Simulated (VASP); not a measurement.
Energy against volume of HgTe (zinc blende). Method: vdW-DF-cx, VASP's PBE PAW potentials (set 64) (plane waves; VASP 6.6.1). Run with 520 eV cut-off, 10×10×10 Γ-centred mesh, first-order Methfessel-Paxton smearing of 0.10 eV, potentials Hg Te.

```
V (Å³/atom)  E (eV/atom)
-----------  -----------
33.998           0.45149
35.050           0.44722
36.101           0.45092
37.153           0.46122
```

Question: Fit these four points and predict the energy of the run at 32.947 Å³/atom.

Answer: A cubic in V^(−2/3), the third-order Birch-Murnaghan form, passes through the four points with V0 = 35.05 Å³/atom and B0 = 40 GPa, and gives 0.4654 eV/atom there. The run gave 0.4654 eV/atom, -0.0 meV/atom from the fit; all five points give B0 = 40 GPa.

The compound is HgTe in the zinc blende structure. It was relaxed first.
